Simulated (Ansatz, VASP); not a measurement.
# Ti2W (Ti2W in the C11b ordering): VASP beside Ansatz, part 2 of 2

Aim: how closely do two programs agree when they are given the same cell, functional and k mesh? The cell is generated by rule, not measured, and may not be a known phase. The cell is taken from a series of runs on this material, whose earlier steps may have relaxed, scaled, displaced or heated it; both programs get it as it stands.

VASP 6.6.1 and Ansatz 0.2.0.

So far: The starting structure; VASP: relaxation of cell and atoms, PBE, pair 1; Ansatz: relaxation of cell and atoms, PBE, pair 1; Differences; Ansatz: relaxation of cell and atoms, PBE, pair 2.

## (6) VASP: relaxation of cell and atoms, PBE, pair 2

Level of this step: PBE; plane waves and PAW (W, Ti_sv); invented cell (VASP).

The same cell, functional, mesh and smearing now go to VASP, with its own data sets.

INCAR

```
SYSTEM = Ti2W
PREC = Accurate
ENCUT = 600
EDIFF = 1E-07
NELM = 120
ISMEAR = 1
SIGMA = 0.2
LREAL = .FALSE.
ALGO = Normal
GGA = PE
NBANDS = 21
LASPH = .TRUE.
LORBIT = 11
LWAVE = .FALSE.
LCHARG = .FALSE.
ISIF = 3
IBRION = 2
NSW = 80
EDIFFG = -0.005
GGA_COMPAT = .FALSE.
NELMIN = 4
KPAR = 2
```

POSCAR

```
Ti2W
1.0
    3.2264790000      0.0000000000     -0.0000020000
    0.0000000000      3.2264790000     -0.0000020000
    1.6132420000      1.6132420000      4.8113610000
W Ti
1 2
Direct
    0.0000000000      0.0000000000      0.0000000000
    0.6535352662      0.6535352662      0.6929296335
    0.3464646298      0.3464646298      0.3070705744
```

KPOINTS

```
Automatic mesh
0
Gamma
10 10 10
0 0 0
```

Potentials, in the order of the species: W and Ti_sv (PBE family, release 64).

Command:

```
mpirun -np 2 vasp_std
```

Numbers of over 12 decimals in the logs are rounded to 6 here.

Output:

```text
[... set-up lines as in an earlier step ...]
 entering main loop
       N       E                     dE             d eps       ncg     rms          rms(c)
DAV:   1     0.341557764777E+03    0.34156E+03   -0.16704E+04  4300   0.183E+03
DAV:   2     0.111402161103E+02   -0.33042E+03   -0.32178E+03  4359   0.505E+02
DAV:   3    -0.292500461901E+02   -0.40390E+02   -0.38708E+02  7992   0.143E+02
DAV:   4    -0.317177055588E+02   -0.24677E+01   -0.24534E+01  5677   0.355E+01
[...]
DAV:  14    -0.285531418979E+02    0.88444E-06   -0.84937E-06  5125   0.279E-02    0.969E-03
DAV:  15    -0.285531414721E+02    0.42583E-06   -0.20405E-06  5777   0.130E-02    0.923E-04
DAV:  16    -0.285531414679E+02    0.41873E-08   -0.13723E-07  3803   0.366E-03
   1 F= -.28553141E+02 E0= -.28551729E+02  d E =-.285531E+02
[... from here on, the cycles between the ionic steps are left out ...]
   2 F= -.28552479E+02 E0= -.28551122E+02  d E =0.662502E-03
   3 F= -.28553699E+02 E0= -.28552308E+02  d E =-.557860E-03
   4 F= -.28553699E+02 E0= -.28552308E+02  d E =-.557802E-03
   5 F= -.28553709E+02 E0= -.28552307E+02  d E =-.961150E-05
   6 F= -.28553711E+02 E0= -.28552298E+02  d E =-.118302E-04
[...]
reached required accuracy - stopping structural energy minimisation
```

From OUTCAR (step 6):

```text
  Total        0.0012556      0.0012556      0.0042882      0.0000000      0.0000000      0.0000000
  in kB        0.0403263      0.0403263      0.1377286      0.0000000      0.0000000      0.0000000
  external PRESSURE =       0.0727937 kB  Pullay stress =       0.0000000 kB

 POSITION                                       TOTAL-FORCE (eV/Angst)
 -----------------------------------------------------------------------------------
      1.61139      1.61139      4.80293        -0.000000     -0.000000      0.000000
      3.22277      3.22277      3.33001        -0.000000     -0.000000     -0.000646
      1.61138      1.61138      1.47292         0.000000      0.000000      0.000646
 -----------------------------------------------------------------------------------
    total drift:                                0.000000      0.000000     -0.001943

  FREE ENERGIE OF THE ION-ELECTRON SYSTEM (eV)
  ---------------------------------------------------
  free  energy   TOTEN  =       -28.5537110997 eV

  energy  without entropy=      -28.5494715817  energy(sigma->0) =      -28.55229793

[... 2 parts as in an earlier step ...]

[... 2 further parts left out ...]
[key lines of the parts left out:]
E-fermi :   7.8246
```

## (7) Side by side

What differs besides the data sets and the points named for the pairs above, as far as they apply: the data sets hold 38 valence electrons in Ansatz (on its default PAW (the set named soft_2) files) and 30 in VASP. Total energies have different zeros and are not compared.

The two programs side by side:

```csv
quantity,Ansatz,VASP,difference
volume (Å³),50.08,49.88,+0.39 %
"edge a after relaxation, in the typed setting (Å)",3.228,3.223,+0.16 %
"edge c after relaxation, in the typed setting (Å)",5.321,5.316,+0.09 %
```

## (8) VASP: zone-centre phonons, PBE

Second derivatives magnify differences that forces hide, and they need a tight electronic threshold.

INCAR

```
SYSTEM = Ti2W
PREC = Accurate
ENCUT = 600
EDIFF = 1E-08
NELM = 120
ISMEAR = 1
SIGMA = 0.2
LREAL = .FALSE.
ALGO = Normal
GGA = PE
NBANDS = 21
LASPH = .TRUE.
LORBIT = 11
LWAVE = .FALSE.
LCHARG = .FALSE.
ISIF = 2
IBRION = 8
GGA_COMPAT = .FALSE.
KPAR = 2
```

POSCAR

```
Ti2W
1.0
    3.2278876084      0.0000000000     -0.0000016597
    0.0000000000      3.2278876084     -0.0000016597
    1.6139462756      1.6139462756      4.8064777619
W Ti
1 2
Direct
    0.0000000000      0.0000000000      0.0000000000
    0.6534701687      0.6534701687      0.6930596626
    0.3465298313      0.3465298313      0.3069403374
```

KPOINTS

```
Automatic mesh
0
Gamma
6 6 6
0 0 0
```

Command:

```
mpirun -np 2 vasp_std
```

Output:

```text
[... set-up lines as in an earlier step ...]
 entering main loop
       N       E                     dE             d eps       ncg     rms          rms(c)
DAV:   1     0.339386664427E+03    0.33939E+03   -0.16582E+04  1284   0.182E+03
DAV:   2     0.114759980434E+02   -0.32791E+03   -0.31900E+03  1280   0.508E+02
DAV:   3    -0.291617153780E+02   -0.40638E+02   -0.39020E+02  2314   0.143E+02
DAV:   4    -0.317116879631E+02   -0.25500E+01   -0.25367E+01  1680   0.361E+01
[...]
DAV:  16    -0.285498471520E+02   -0.58839E-07   -0.13819E-07  1670   0.328E-03    0.353E-04
DAV:  17    -0.285498472534E+02   -0.10143E-06   -0.49752E-09  1064   0.708E-04    0.226E-04
DAV:  18    -0.285498472556E+02   -0.21560E-08   -0.17928E-09   945   0.379E-04
   1 F= -.28549847E+02 E0= -.28547208E+02  d E =-.791682E-02
 Linear response reoptimize wavefunctions to high precision
DAV:   1    -0.285498472622E+02   -0.66057E-08   -0.62467E-10   992   0.197E-04
DAV:   2    -0.285498472622E+02    0.54570E-11   -0.21288E-10   915   0.125E-04
 Linear response DOF=           4
 Linear response progress:
[...]
RMM:  25    -0.609295402597E+00   -0.18841E-07   -0.17805E-06  6973   0.526E-04    0.408E-05
RMM:  26    -0.609295398387E+00    0.42098E-08   -0.12861E-06  7139   0.502E-04    0.447E-05
RMM:  27    -0.609295403879E+00   -0.54915E-08   -0.11659E-06  7322   0.479E-04    0.472E-05
 first order change of Fermi-energy   0.23379E-04
 force on displaced ion       2 direction 1 :  -4.586   0.000   0.010
 Linear response progress:
  Degree of freedom:   4/  4
       N       E                     dE             d eps       ncg     rms          rms(c)
RMM:   1    -0.702573452209E+00   -0.70257E+00    0.28149E+01  1290   0.143E+02
RMM:   2    -0.668493896499E+00    0.34080E-01   -0.39364E-01  2269   0.461E+00    0.347E-01
RMM:   3    -0.667087385843E+00    0.14065E-02   -0.33107E-02  2351   0.154E+00    0.406E-01
RMM:   4    -0.665897710969E+00    0.11897E-02   -0.15933E-02  2330   0.904E-01    0.135E-01
[...]
RMM:  21    -0.667809472749E+00   -0.29758E-06   -0.40522E-07  3218   0.600E-04    0.211E-05
RMM:  22    -0.667809476357E+00   -0.36081E-08   -0.32957E-07  3185   0.552E-04    0.237E-05
RMM:  23    -0.667809577979E+00   -0.10162E-06   -0.27177E-07  3005   0.521E-04    0.227E-05
 first order change of Fermi-energy   0.74591E-01
 force on displaced ion       2 direction 3 :  -0.000  -0.000  -8.155
 Linear response finished
```

OUTCAR, selected parts (step 8):

```text
  Total       -0.2076765     -0.2076765     -0.2670534     -0.0000000     -0.0000000     -0.0000000
  in kB       -6.6440680     -6.6440680     -8.5436770     -0.0000000     -0.0000010     -0.0000010
  external PRESSURE =      -7.2772710 kB  Pullay stress =       0.0000000 kB

 POSITION                                       TOTAL-FORCE (eV/Angst)
 -----------------------------------------------------------------------------------
      0.00000      0.00000      0.00000         0.000000      0.000000     -0.000000
      3.22789      3.22789      3.33117         0.000000      0.000000      0.075537
      1.61394      1.61394      1.47530        -0.000000     -0.000000     -0.075537
 -----------------------------------------------------------------------------------
    total drift:                               -0.000000     -0.000000     -0.000000

[... 2 further parts left out ...]
```

## (9) Ansatz: zone-centre phonons, PBE

The same cell, functional, mesh and smearing now go to Ansatz, which takes its cutoff from its data sets.

The cell is taken from a series of runs on this material, whose earlier steps may have relaxed, scaled, displaced or heated it; both programs get it as it stands.

input.yaml

```yaml
crystal:
  lattice:
    - [3.2278876084, 0.0, -1.6597e-06]
    - [0.0, 3.2278876084, -1.6597e-06]
    - [1.6139462756, 1.6139462756, 4.8064777619]
  atoms:
    - { symbol: W, position: [0.0, 0.0, 0.0] }
    - { symbol: Ti, position: [0.6534701687, 0.6534701687, 0.6930596626] }
    - { symbol: Ti, position: [0.3465298313, 0.3465298313, 0.3069403374] }
kpoints:
  mp_grid: { grid: [6, 6, 6] }
hamiltonian:
  xc: pbe
scf:
  occupations: { method: methfessel_paxton, width: 0.2 }
output:
  eigenvalues: true
phonons:
  method: dfpt
  qmesh: [2, 2, 2]
  temperatures: { t_max: 1000, t_step: 50 }
  qpath:
    path:
      - [[0.0, 0.0, 0.0], [0.5, 0.5, 0.5], [0.5, 0.5, 0.75], [0.5, 0.0, 0.5], [0.0, 0.0, 0.0], [0.0, 0.0, 0.5], [0.44362421, 0.0, 0.7218121]]
      - [[0.55637579, 0.0, 0.2781879], [0.0, 0.0, 0.0]]
      - [[0.5, 0.5, 0.5], [0.55637579, 0.44362421, 0.5]]
      - [[0.44362421, 0.44362421, 0.94362421], [0.0, 0.0, 0.5]]
    npoints: 10
```

Command:

```
ansatz run input.yaml --threads 4 --pin off --max-ram 8192MiB --backend cpu --events-out ev --progress --plain --runs-dir out
```

Output:

```text
[...]
largest difference from the sums on the solved wave vectors: F 1.72e-1 eV, S 2.37e-4 and C_V 6.50e-5 eV/K
  zero-point energy: 0.080315 eV/cell   skipped modes (ω ≤ 0): 468, of them read as no rigid motion or as one in doubt: 465 (3.714e-1 modes/cell left out, lowest -63.45 cm⁻¹)   left out of the sums: 4.13e-2 of the cell's modes: C_V's classical limit lies that fraction below 3 k_B per atom; for a crystal, a wire or a layer, F and S can be off by more, and a phonons.interpolated_qmesh denser along its periods is the remedy for the sampling
[key lines of the parts left out:]
SCF converged after 10 iterations
Free energy (F): -15384.027789 eV
Fermi energy:    15.963511 eV
```

## (10) Comparison

What differs besides the data sets and the points named for the pairs above, as far as they apply: VASP's run holds the zone centre alone; the data sets hold 38 valence electrons in Ansatz (on its default PAW (the set named soft_2) files) and 30 in VASP. Total energies have different zeros and are not compared.

Both answers:

```csv
quantity,Ansatz,VASP,difference
optical mode 1 (cm⁻¹),165.7,164.4,+0.77 %
optical mode 2 to 3 (cm⁻¹),168.5,169.0,-0.27 %
optical mode 4 to 5 (cm⁻¹),190.6,189.5,+0.60 %
optical mode 6 (cm⁻¹),272.4,273.6,-0.42 %
```

Modes are paired by rising frequency, not by their patterns, so a pair may set unlike modes beside each other; they are those without the splitting of longitudinal modes.

## (11) Results

```
difference in volume (relaxation of cell and atoms, PBE, pair 1)                                                  : 0.40 %
difference in volume (relaxation of cell and atoms, PBE, pair 2)                                                  : 0.39 %
r.m.s. difference of the optical zone-centre modes, each program's sorted by frequency (zone-centre phonons, PBE) : 1.00 cm⁻¹
difference in optical mode 1 (zone-centre phonons, PBE)                                                           : +0.8 %
```

**Reading.** The difference in volume is 0.40 % (relaxation of cell and atoms, PBE, pair 1), within the 1.2 % picked in this series as the mark of a large difference, as far as the stopping tolerances let one tell. The data sets hold unlike numbers of valence electrons (38 in Ansatz and 30 in VASP), so part of the differences comes from the potentials. Among the rows given in per cent, the largest difference of the zone-centre phonons, PBE pair is in optical mode 1, +0.8 %. 1 further run of this series is not shown here. Such differences can come from data sets, numerical settings and the points named under the comparisons, not from the functional's error against experiment.

[Lines on the potential files, build, host, timing and source positions are cut from VASP's logs without a mark.]

[Logs are printed without paths, hosts, clocks, repeated set-up lines and the standing remarks that a program may print on its own settings, such as how far it seeks lower states.]

[Hosts, paths, dates, database ids (printed as entryN), source tags and the programs' standing remarks are cut or masked in the printed files.]
